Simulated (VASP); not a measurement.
# MgO (Periclase): exact exchange and RPA correlation, part 3 of 6

Aim: total energies of MgO (Periclase) from exact exchange and RPA correlation, beside cheaper functionals. The scan starts from a database cell scaled to its smallest volume. The cell is of the rock-salt type. The start is a cell from a database of measured crystal structures.

VASP 6.6.1, plane waves and PAW; the level of theory is named at each step.

So far. Step 8 (Comparison: HSE06, volume ratio 0.94): Its energy is -7.1187 eV an atom, on a zero of its own. Step 9 (Orbitals, volume ratio 0.97): The run ends at a pressure of 8.37 GPa.

The database entry behind the starting cell differs from other determinations of this structure, so it need not match the best structure at room temperature.

### 10. Exact exchange, volume ratio 0.97

This step: Hartree-Fock energy on PBE orbitals; plane waves and PAW (Mg_GW, O_GW) (VASP 6.6.1).

Exact exchange at this point.

INCAR

```
SYSTEM = MgO
PREC = Accurate
ENCUT = 560
ISMEAR = 0
SIGMA = 0.05
LREAL = .FALSE.
GGA = PE
NBANDS = 10
ALGO = Eigenval
NELM = 1
LHFCALC = .TRUE.
AEXX = 1
ALDAC = 0
AGGAC = 0
PRECFOCK = Normal
LWAVE = .FALSE.
LCHARG = .FALSE.
```

POSCAR

```
MgO
1.0
    0.0000000000      2.0872005640      2.0872005640
    2.0872005640      0.0000000000      2.0872005640
    2.0872005640      2.0872005640      0.0000000000
Mg O
1 1
Direct
    0.0000000000      0.0000000000      0.0000000000
    0.5000000000      0.5000000000      0.5000000000
```

KPOINTS

```
Automatic mesh
0
Gamma
4 4 4
0 0 0
```

The projector-augmented-wave data sets are Mg_GW and O_GW (PBE family, release 64).

The WAVECAR or CHGCAR of an earlier step is read.

Command:

```
$ mpirun -np 8 vasp_std
```

Log:

```text
[banner, memory and clock lines left out]
running    8 mpi-ranks, on    1 nodes
[...]
[... a notice as in an earlier step ...]

 LDA part: xc-table for (Slater+PW92), standard interpolation
 [... a notice as in an earlier step ...]

 found WAVECAR, reading the header
  number of bands has changed, file:    10 present:    16
  trying to continue reading WAVECAR, but it might fail
 POSCAR, INCAR and KPOINTS ok, starting setup
[...]
reading WAVECAR
 random initialization beyond band           10
 the WAVECAR file was read successfully
 initial charge from wavefunction
 entering main loop
       N       E                     dE             d eps       ncg     rms          rms(c)
EIG:   1    -0.213426E+02   -0.21343E+02    0.00000E+00     0   0.000E+00
   1 F= -.21342585E+02 E0= -.21342585E+02  d E =-.215180E-35
```

Elapsed: 4.6 s, on 8 MPI ranks of Intel Xeon Platinum 8488C (Sapphire Rapids), shared host; peak memory 0.81 GiB; 25 s of CPU time.

From OUTCAR (step 10):

```text
 POSITION                                       TOTAL-FORCE (eV/Angst)
 -----------------------------------------------------------------------------------
      0.00000      0.00000      0.00000        -0.000000      0.000000     -0.000000
      2.08720      2.08720      2.08720         0.000000     -0.000000      0.000000
 -----------------------------------------------------------------------------------
    total drift:                                0.000000      0.000000      0.000000

  FREE ENERGIE OF THE ION-ELECTRON SYSTEM (eV)
  ---------------------------------------------------
  free  energy   TOTEN  =       -21.3425852310 eV

  energy  without entropy=      -21.3425852310  energy(sigma->0) =      -21.34258523

[... 2 parts as in an earlier step ...]

[... 1 further part left out ...]
[key lines of the parts left out:]
E-fermi :   3.8358
```

The Hartree-Fock energy on these orbitals is -10.6713 eV an atom.

### 11. Empty bands, volume ratio 0.97

This step: PBE; plane waves and PAW (Mg_GW, O_GW) (VASP 6.6.1).

The empty bands are made again, for the run that follows.

INCAR

```
SYSTEM = MgO
PREC = Accurate
ENCUT = 560
ISMEAR = 0
SIGMA = 0.05
LREAL = .FALSE.
GGA = PE
NBANDS = 568
ALGO = Exact
NELM = 1
LWAVE = .TRUE.
LCHARG = .FALSE.
LOPTICS = .TRUE.
NEDOS = 1000
CSHIFT = 0.1
```

POSCAR is that of step 10.

KPOINTS is that of step 10.

Command:

```
$ mpirun -np 8 vasp_std
```

Log:

```text
[banner, memory and clock lines left out]
running    8 mpi-ranks, on    1 nodes
[...]
[... a notice as in an earlier step ...]

 LDA part: xc-table for (Slater+PW92), standard interpolation
 found WAVECAR, reading the header
  number of bands has changed, file:    10 present:   568
  trying to continue reading WAVECAR, but it might fail
 POSCAR, INCAR and KPOINTS ok, starting setup
[...]
reading WAVECAR
 random initialization beyond band           10
 the WAVECAR file was read successfully
 initial charge from wavefunction
 entering main loop
       N       E                     dE             d eps       ncg     rms          rms(c)
DIA:   1    -0.118995E+02   -0.11900E+02    0.00000E+00     0   0.000E+00
   1 F= -.11899527E+02 E0= -.11899527E+02  d E =-.561888E-51
 writing wavefunctions
 optical routines
 imaginary and real dielectric function
 recalculating local potential from charge density
 direction            1
 direction            2
 direction            3
```

Elapsed: 3.2 s, on 8 MPI ranks; peak memory 0.91 GiB; 16 s of CPU time.

OUTCAR, selected parts (step 11):

```text
  Total        0.9504344      0.9504344      0.9504344      0.0000000      0.0000000      0.0000000
  in kB       83.7356084     83.7356084     83.7356084      0.0000000      0.0000000      0.0000000
  external PRESSURE =      83.7356084 kB  Pullay stress =       0.0000000 kB

 POSITION                                       TOTAL-FORCE (eV/Angst)
 -----------------------------------------------------------------------------------
      0.00000      0.00000      0.00000         0.000000      0.000000      0.000000
      2.08720      2.08720      2.08720        -0.000000     -0.000000      0.000000
 -----------------------------------------------------------------------------------
    total drift:                               -0.000000     -0.000000      0.000000

  FREE ENERGIE OF THE ION-ELECTRON SYSTEM (eV)
  ---------------------------------------------------
  free  energy   TOTEN  =       -11.8995265595 eV

  energy  without entropy=      -11.8995265595  energy(sigma->0) =      -11.89952656

[... 1 part as in an earlier step ...]

[... 2 further parts left out ...]
[key lines of the parts left out:]
E-fermi :   3.9290
```

WAVECAR now holds 568 bands for 8 electrons.

### 12. RPA correlation, volume ratio 0.97

This step: RPA correlation on PBE orbitals; plane waves and PAW (Mg_GW, O_GW) (VASP 6.6.1).

RPA correlation at this point.

INCAR

```
SYSTEM = MgO
PREC = Accurate
ENCUT = 560
ISMEAR = 0
SIGMA = 0.05
LREAL = .FALSE.
GGA = PE
NBANDS = 568
ALGO = ACFDT
ENCUTGW = 200
NOMEGA = 12
PRECFOCK = Fast
LWAVE = .FALSE.
LCHARG = .FALSE.
```

POSCAR is that of step 11.

KPOINTS is that of step 11.

Command:

```
$ mpirun -np 8 vasp_std
```

Log:

```text
[banner, memory and clock lines left out]
running    8 mpi-ranks, on    1 nodes
[...]
[... a notice as in an earlier step ...]

 LDA part: xc-table for (Slater+PW92), standard interpolation
 found WAVECAR, reading the header
 POSCAR, INCAR and KPOINTS ok, starting setup
[...]
reading WAVECAR
 the WAVECAR file was read successfully
 initial charge from wavefunction
 available memory per node:     55.28 GB, setting MAXMEM to     56609

 The Fermi energy was updated, please check that it is located mid-gap
 values below the HOMO (VB) or above the LUMO (CB) will cause erroneous energies
 E-fermi :   5.8937

 the WAVEDER file was read successfully
 set NWRITE>2 for more details about minimax calculation
 number of imaginary grid points requested:      12
 number of distinct grids requested:  1
 quadrature errors minimized for energies in [ 0.498E+01, 0.565E+03 ]
 bosonic grid (T=0, re) determined with error: 0.2508E-08
 bosonic grid (re): 0.2508E-08
[...]
NQ=   2    0.2500    0.0000    0.0000,
|.........|.........|.........|.........
 performed       3464000 updates of chi_q(r,r)
 total number of BLAS operations        366.73 Gflops
NQ=   3    0.5000    0.0000    0.0000,
|.........|.........|.........|.........
 performed       5196000 updates of chi_q(r,r)
 total number of BLAS operations        566.33 Gflops
NQ=   4    0.2500    0.2500    0.0000,
|.........|.........|.........|.........
 performed       6928000 updates of chi_q(r,r)
 total number of BLAS operations        782.90 Gflops
NQ=   5    0.5000    0.2500    0.0000,
|.........|.........|.........|.........
 performed       8660000 updates of chi_q(r,r)
 total number of BLAS operations        959.89 Gflops
NQ=   6   -0.2500    0.2500    0.0000,
|.........|.........|.........|.........
 performed      10392000 updates of chi_q(r,r)
 total number of BLAS operations       1149.63 Gflops
NQ=   7    0.5000    0.5000    0.0000,
|.........|.........|.........|.........
 performed      12124000 updates of chi_q(r,r)
 total number of BLAS operations       1336.15 Gflops
NQ=   8   -0.2500    0.5000    0.2500,
|.........|.........|.........|.........
 performed      13856000 updates of chi_q(r,r)
 total number of BLAS operations       1497.82 Gflops
 entering main loop
```

Wall time 23 s (8 MPI ranks); peak memory 1.3 GiB.

From OUTCAR (step 12):

```text
      cutoff energy     smooth cutoff   RPA   correlation   Hartree contr. to MP2
---------------------------------------------------------------------------------
            200.000           160.000      -10.2944689153      -16.3100827626
            190.476           152.381      -10.1513353741      -16.1170335139
            181.406           145.125      -10.0008012133      -15.9103608752
            172.768           138.214       -9.8454498024      -15.6929333907
            164.541           131.632       -9.6852487922      -15.4650622641
            156.705           125.364       -9.5163375354      -15.2210538949
            149.243           119.394       -9.3398081454      -14.9615677499
            142.136           113.709       -9.1633832250      -14.6980366251
  linear regression

[... 2 parts as in an earlier step ...]

[... 2 further parts left out ...]
[key lines of the parts left out:]
E-fermi :   5.8937
```

The correlation energy is -5.9835 eV an atom, -19 meV against the point before. With exact exchange the total is -16.6548 eV an atom.

### 13. Comparison: r2SCAN, volume ratio 0.97

This step: r2SCAN; plane waves and PAW (Mg_GW, O_GW) (VASP 6.6.1).

The comparison at this point.

INCAR

```
SYSTEM = MgO
PREC = Accurate
ENCUT = 560
EDIFF = 1E-06
NELM = 100
ISMEAR = 0
SIGMA = 0.05
LREAL = .FALSE.
ALGO = Normal
METAGGA = R2SCAN
LASPH = .TRUE.
NBANDS = 10
LWAVE = .FALSE.
LCHARG = .FALSE.
KPAR = 8
```

POSCAR is that of step 12.

KPOINTS is that of step 12.

Command:

```
$ mpirun -np 8 vasp_std
```

Log:

```text
[banner, memory and clock lines left out]
running    8 mpi-ranks, on    1 nodes
[...]
[... a notice as in an earlier step ...]

 [... a notice as in an earlier step ...]

 LDA part: xc-table for (None), standard interpolation
 POSCAR, INCAR and KPOINTS ok, starting setup
[...]
entering main loop
       N       E                     dE             d eps       ncg     rms          rms(c)
DAV:   1     0.262369E+02    0.26237E+02   -0.52261E+03   176   0.803E+02
DAV:   2    -0.183249E+02   -0.44562E+02   -0.36506E+02   174   0.211E+02
DAV:   3    -0.199088E+02   -0.15838E+01   -0.15813E+01   222   0.401E+01
DAV:   4    -0.199170E+02   -0.81755E-02   -0.81724E-02   184   0.267E+00
[...]
DAV:  11    -0.161842E+02   -0.10707E-04   -0.35023E-05   218   0.540E-02    0.693E-03
DAV:  12    -0.161842E+02   -0.16279E-05   -0.29257E-06   114   0.200E-02    0.220E-03
DAV:  13    -0.161842E+02   -0.38711E-07   -0.43754E-07   104   0.616E-03
   1 F= -.16184235E+02 E0= -.16184235E+02  d E =-.116153E-14
```

It took 6 s on 8 MPI ranks; peak memory 1 GiB; 34 s of CPU time.

Parts of OUTCAR (step 13):

```text
  Total        0.2321183      0.2321183      0.2321183      0.0000000      0.0000000      0.0000000
  in kB       20.4501897     20.4501897     20.4501897      0.0000000      0.0000000      0.0000000
  external PRESSURE =      20.4501897 kB  Pullay stress =       0.0000000 kB

 POSITION                                       TOTAL-FORCE (eV/Angst)
 -----------------------------------------------------------------------------------
      0.00000      0.00000      0.00000         0.000000      0.000000      0.000000
      2.08720      2.08720      2.08720        -0.000000     -0.000000     -0.000000
 -----------------------------------------------------------------------------------
    total drift:                               -0.000000     -0.000000      0.000000

  FREE ENERGIE OF THE ION-ELECTRON SYSTEM (eV)
  ---------------------------------------------------
  free  energy   TOTEN  =       -16.1842354197 eV

  energy  without entropy=      -16.1842354197  energy(sigma->0) =      -16.18423542

[... 2 parts as in an earlier step ...]

[... 1 further part left out ...]
[key lines of the parts left out:]
E-fermi :   3.2409
```

Its energy is -8.0921 eV an atom, on a zero of its own.

### 14. Orbitals for comparison: HSE06, volume ratio 0.97

This step: PBE; plane waves and PAW (Mg_GW, O_GW) (VASP 6.6.1).

Starting orbitals, as before.

INCAR

```
SYSTEM = MgO
PREC = Accurate
ENCUT = 560
EDIFF = 1E-05
NELM = 100
ISMEAR = 0
SIGMA = 0.05
LREAL = .FALSE.
ALGO = Normal
GGA = PE
NBANDS = 10
LORBIT = 11
LWAVE = .TRUE.
LCHARG = .FALSE.
KPAR = 8
```

POSCAR is that of step 13.

KPOINTS is that of step 13.

Command:

```
$ mpirun -np 8 vasp_std
```

Log:

```text
[... set-up lines as in an earlier step ...]
 entering main loop
       N       E                     dE             d eps       ncg     rms          rms(c)
[... 10 cycles as in an earlier step ...]
DAV:  11    -0.118995E+02   -0.26243E-06   -0.50780E-06   110   0.252E-02
   1 F= -.11899527E+02 E0= -.11899527E+02  d E =-.307373E-14
 writing wavefunctions
```

Elapsed: 2.2 s, on 8 MPI ranks; peak memory 1 GiB.

OUTCAR, selected parts (step 14):

```text
  Total        0.9430767      0.9430767      0.9430767      0.0000000      0.0000000     -0.0000000
  in kB       83.0873735     83.0873735     83.0873735      0.0000000      0.0000000     -0.0000000
  external PRESSURE =      83.0873735 kB  Pullay stress =       0.0000000 kB

 POSITION                                       TOTAL-FORCE (eV/Angst)
 -----------------------------------------------------------------------------------
      0.00000      0.00000      0.00000         0.000000      0.000000      0.000000
      2.08720      2.08720      2.08720         0.000000      0.000000      0.000000
 -----------------------------------------------------------------------------------
    total drift:                               -0.000000     -0.000000      0.000000

  FREE ENERGIE OF THE ION-ELECTRON SYSTEM (eV)
  ---------------------------------------------------
  free  energy   TOTEN  =       -11.8995267154 eV

  energy  without entropy=      -11.8995267154  energy(sigma->0) =      -11.89952672

[... 2 parts as in an earlier step ...]

[... 1 further part left out ...]
[key lines of the parts left out:]
E-fermi :   3.6609
```

The run ends at a pressure of 8.31 GPa.

### 15. Comparison: HSE06, volume ratio 0.97

This step: HSE06; plane waves and PAW (Mg_GW, O_GW) (VASP 6.6.1).

The comparison at this point.

INCAR

```
SYSTEM = MgO
PREC = Accurate
ENCUT = 560
EDIFF = 1E-06
NELM = 100
ISMEAR = 0
SIGMA = 0.05
LREAL = .FALSE.
ALGO = Normal
LHFCALC = .TRUE.
AEXX = 0.25
GGA = PE
HFSCREEN = 0.2
LASPH = .TRUE.
NBANDS = 10
PRECFOCK = Fast
LWAVE = .FALSE.
LCHARG = .FALSE.
KPAR = 8
```

POSCAR is that of step 14.

KPOINTS is that of step 14.

The run starts from files that an earlier step left in the folder.

Command:

```
$ mpirun -np 8 vasp_std
```

Log:

```text
[... set-up lines as in an earlier step ...]
 entering main loop
       N       E                     dE             d eps       ncg     rms          rms(c)
DAV:   1    -0.142567E+02   -0.14257E+02   -0.31662E-01   180   0.757E+00    0.311E-01
DAV:   2    -0.142578E+02   -0.11232E-02   -0.19940E-03   210   0.458E-01    0.214E-01
DAV:   3    -0.142572E+02    0.54047E-03   -0.31131E-04   204   0.124E-01    0.135E-01
DAV:   4    -0.142571E+02    0.17156E-03   -0.73480E-05   220   0.135E-01    0.802E-02
DAV:   5    -0.142570E+02    0.58703E-04   -0.21994E-05   206   0.990E-02    0.456E-02
DAV:   6    -0.142570E+02    0.19010E-04   -0.74334E-06   218   0.555E-02    0.260E-02
DAV:   7    -0.142570E+02    0.60406E-05   -0.24910E-06   172   0.282E-02    0.152E-02
DAV:   8    -0.142570E+02    0.20139E-05   -0.87430E-07    94   0.167E-02    0.893E-03
DAV:   9    -0.142570E+02    0.65061E-06   -0.41269E-07    88   0.101E-02
   1 F= -.14256980E+02 E0= -.14256980E+02  d E =-.169509E-24
```

Wall time 10 s (8 MPI ranks); peak memory 1.7 GiB.

OUTCAR, selected parts (step 15):

```text
 POSITION                                       TOTAL-FORCE (eV/Angst)
 -----------------------------------------------------------------------------------
      0.00000      0.00000      0.00000         0.000000      0.000000      0.000000
      2.08720      2.08720      2.08720        -0.000000     -0.000000     -0.000000
 -----------------------------------------------------------------------------------
    total drift:                               -0.000000     -0.000000     -0.000000

  FREE ENERGIE OF THE ION-ELECTRON SYSTEM (eV)
  ---------------------------------------------------
  free  energy   TOTEN  =       -14.2569798941 eV

  energy  without entropy=      -14.2569798941  energy(sigma->0) =      -14.25697989

[... 2 parts as in an earlier step ...]

[... 1 further part left out ...]
[key lines of the parts left out:]
E-fermi :   2.4691
```

Its energy is -7.1285 eV an atom, on a zero of its own.

### 16. Orbitals, volume ratio 1

This step: PBE; plane waves and PAW (Mg_GW, O_GW) (VASP 6.6.1).

The same chain follows at a volume ratio of 1.

INCAR

```
SYSTEM = MgO
PREC = Accurate
ENCUT = 560
EDIFF = 1E-08
NELM = 100
ISMEAR = 0
SIGMA = 0.05
LREAL = .FALSE.
ALGO = Normal
GGA = PE
NBANDS = 10
LORBIT = 11
LWAVE = .TRUE.
LCHARG = .FALSE.
KPAR = 8
```

POSCAR

```
MgO
1.0
    0.0000000000      2.1085000000      2.1085000000
    2.1085000000      0.0000000000      2.1085000000
    2.1085000000      2.1085000000      0.0000000000
Mg O
1 1
Direct
    0.0000000000      0.0000000000      0.0000000000
    0.5000000000      0.5000000000      0.5000000000
```

KPOINTS is that of step 15.

Command:

```
$ mpirun -np 8 vasp_std
```

Log:

```text
[... set-up lines as in an earlier step ...]
 entering main loop
       N       E                     dE             d eps       ncg     rms          rms(c)
DAV:   1     0.379146E+02    0.37915E+02   -0.52396E+03   176   0.787E+02
DAV:   2    -0.116887E+02   -0.49603E+02   -0.42625E+02   186   0.233E+02
DAV:   3    -0.134712E+02   -0.17825E+01   -0.17807E+01   214   0.422E+01
DAV:   4    -0.134846E+02   -0.13407E-01   -0.13404E-01   182   0.369E+00
[...]
DAV:  13    -0.119197E+02    0.57731E-07   -0.12367E-07   230   0.447E-03    0.145E-04
DAV:  14    -0.119197E+02    0.23631E-07   -0.13096E-09   104   0.541E-04    0.130E-05
DAV:  15    -0.119197E+02    0.34572E-08   -0.15170E-10   100   0.186E-04
   1 F= -.11919659E+02 E0= -.11919659E+02  d E =-.858098E-15
 writing wavefunctions
```

It took 2.2 s on 8 MPI ranks; peak memory 1 GiB.

From OUTCAR (step 16):

```text
  Total        0.3557800      0.3557800      0.3557800      0.0000000      0.0000000     -0.0000000
  in kB       30.4047417     30.4047417     30.4047417      0.0000000      0.0000000     -0.0000000
  external PRESSURE =      30.4047417 kB  Pullay stress =       0.0000000 kB

 POSITION                                       TOTAL-FORCE (eV/Angst)
 -----------------------------------------------------------------------------------
      0.00000      0.00000      0.00000         0.000000      0.000000     -0.000000
      2.10850      2.10850      2.10850        -0.000000     -0.000000      0.000000
 -----------------------------------------------------------------------------------
    total drift:                               -0.000000     -0.000000      0.000000

  FREE ENERGIE OF THE ION-ELECTRON SYSTEM (eV)
  ---------------------------------------------------
  free  energy   TOTEN  =       -11.9196592703 eV

  energy  without entropy=      -11.9196592703  energy(sigma->0) =      -11.91965927

[... 1 part as in an earlier step ...]

[... 2 further parts left out ...]
[key lines of the parts left out:]
E-fermi :   3.4347
```

The run ends at a pressure of 3.04 GPa.

### 17. Exact exchange, volume ratio 1

This step: Hartree-Fock energy on PBE orbitals; plane waves and PAW (Mg_GW, O_GW) (VASP 6.6.1).

Exact exchange at this point.

INCAR

```
SYSTEM = MgO
PREC = Accurate
ENCUT = 560
ISMEAR = 0
SIGMA = 0.05
LREAL = .FALSE.
GGA = PE
NBANDS = 10
ALGO = Eigenval
NELM = 1
LHFCALC = .TRUE.
AEXX = 1
ALDAC = 0
AGGAC = 0
PRECFOCK = Normal
LWAVE = .FALSE.
LCHARG = .FALSE.
```

POSCAR is that of step 16.

KPOINTS is that of step 16.

The run starts from files that an earlier step left in the folder.

Command:

```
$ mpirun -np 8 vasp_std
```

Log:

```text
[... set-up lines as in an earlier step ...]
 entering main loop
       N       E                     dE             d eps       ncg     rms          rms(c)
EIG:   1    -0.213295E+02   -0.21330E+02    0.00000E+00     0   0.000E+00
   1 F= -.21329528E+02 E0= -.21329528E+02  d E =-.112475E-37
```

Wall time 4.2 s (8 MPI ranks); peak memory 0.83 GiB.

OUTCAR, selected parts (step 17):

```text
 POSITION                                       TOTAL-FORCE (eV/Angst)
 -----------------------------------------------------------------------------------
      0.00000      0.00000      0.00000         0.000000     -0.000000      0.000000
      2.10850      2.10850      2.10850        -0.000000      0.000000     -0.000000
 -----------------------------------------------------------------------------------
    total drift:                               -0.000000     -0.000000     -0.000000

  FREE ENERGIE OF THE ION-ELECTRON SYSTEM (eV)
  ---------------------------------------------------
  free  energy   TOTEN  =       -21.3295276635 eV

  energy  without entropy=      -21.3295276635  energy(sigma->0) =      -21.32952766

[... 2 parts as in an earlier step ...]

[... 1 further part left out ...]
[key lines of the parts left out:]
E-fermi :   3.6191
```

The Hartree-Fock energy on these orbitals is -10.6648 eV an atom.

[end of part 3 of 6]

[Long decimals in the printed logs are rounded to 6 places.]

[Lines on the potential files, build, host, timing and source positions are cut from VASP's logs without a mark.]

[Logs are printed without paths, hosts, clocks, repeated set-up lines and the standing remarks that a program may print on its own settings, such as how far it seeks lower states.]

[Hosts, paths, dates, database ids (printed as entryN), source tags and the programs' standing remarks are cut or masked in the printed files.]

[Measured values are set beside computed ones only where the two were judged alike; some that the calculation misses by far are left out.]

[Pressures printed for these runs are not shown converged in the cutoff: they can be off by several GPa and have the wrong sign.]
